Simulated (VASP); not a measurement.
Level of theory: PBEsol GGA, VASP's PBE PAW potentials (set 64) (plane waves; VASP 6.6.1).

The input files of a VASP run:

KPOINTS:
```
k-points along high-symmetry lines
10
Line-mode
Reciprocal
  0.000000   0.000000   0.000000 ! GAMMA
  0.500000  -0.000000   0.000000 ! M

  0.500000  -0.000000   0.000000 ! M
  0.333333   0.333333   0.000000 ! K

  0.333333   0.333333   0.000000 ! K
  0.000000   0.000000   0.000000 ! GAMMA

  0.000000   0.000000   0.000000 ! GAMMA
  0.000000   0.000000   0.500000 ! A

  0.000000   0.000000   0.500000 ! A
  0.500000  -0.000000   0.500000 ! L

  0.500000  -0.000000   0.500000 ! L
  0.333333   0.333333   0.500000 ! H

  0.333333   0.333333   0.500000 ! H
  0.000000   0.000000   0.500000 ! A

  0.500000  -0.000000   0.500000 ! L
  0.500000  -0.000000   0.000000 ! M

  0.333333   0.333333   0.500000 ! H
  0.333333   0.333333   0.000000 ! K
```

### POSCAR
```
PtSe2
4.8609730
  0.3867225276  -0.6698231176   0.0000000000
  0.3867225276   0.6698231176   0.0000000000
  0.0000000000   0.0000000000   1.0000000006
Pt Se
1 2
Direct
  0.0000000000   0.0000000000   0.0000000000
  0.3333330000   0.6666670000   0.2612697859
  0.6666670000   0.3333330000   0.7387302141
```

INCAR:
```
# general
SYSTEM  = PtSe2
PREC    = Accurate
ENCUT   = 520
LREAL   = .FALSE.   # projection in real space or not
LASPH   = .TRUE.   # aspherical one-centre terms
ICHARG  = 11   # fixed density

# electronic loop
EDIFF   = 1E-7   # SCF stop (eV)
NELM    = 100   # most electronic steps
ALGO    = Normal   # blocked Davidson
LMAXMIX = 6

# smearing
ISMEAR  = 0
SIGMA   = 0.05   # width (eV)

# functional
GGA     = PS   # PBEsol

# output
LWAVE   = .FALSE.
LCHARG  = .FALSE.
LORBIT  = 11
```

POTCAR, in this order: Pt Se (PBE.64 set). Program: vasp_std. Read from the step before: CHGCAR.

**Question.** What will the output report for the number of irreducible k-points (NKPTS), largest plane-wave count, number of space-group operations, FFT grid (NGX, NGY, NGZ)?

**Answer.** 
| Item | Result |
|---|---|
| number of irreducible k-points (NKPTS) | 90 |
| largest plane-wave count | 1626 |
| number of space-group operations | 12 |
| FFT grid (NGX, NGY, NGZ) | 28 × 28 × 36 |

The compound is PtSe2 in the 1T layered structure. It was relaxed first.
